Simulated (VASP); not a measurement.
**LiY3: equation of state with PBE**

Crystal: LiY3.

```
CELL_PARAMETERS angstrom
0.00000 3.89985 3.89985
3.89985 0.00000 3.89985
3.89985 3.89985 0.00000
ATOMIC_POSITIONS crystal
Y 0.50000 0.50000 0.50000
Y 0.75000 0.75000 0.75000
Y 0.25000 0.25000 0.25000
Li 0.00000 0.00000 0.00000
```

The cell comes from a database or a generator and needn't be the stable form of this composition.

* Program: VASP 6.6.1
* Task: equation of state
* Functional: PBE
* Potentials or basis: VASP PAW PBE potentials, release 64 (Y_sv, Li_sv)
* Cutoff: 520 eV
* k mesh: 6 × 6 × 6
* Occupations: fermi-dirac, width 0.05 eV
* Spin: no spin polarisation

The equilibrium volume is 29.59 Å³/atom and the bulk modulus is 33 GPa. The pressure derivative of the bulk modulus is 3.3.

Energy against volume, from the lowest point:
| volume (Å³/atom) | energy (meV/atom) |
| --- | --- |
| 27.877 | 11.18 |
| 28.470 | 4.63 |
| 29.063 | 0.99 |
| 29.656 | 0.00 |
| 30.249 | 1.47 |
| 30.842 | 5.18 |
| 31.435 | 10.95 |

All runs of the series together: 8.6 min on 1 thread of Intel(R) Xeon(R) Platinum 8488C (Sapphire Rapids), on a shared host.

Caveat: the cutoff is under 1.25 times the usual one of these potentials, so pressure, stress and relaxed cells hold a basis-set (Pulay) error.
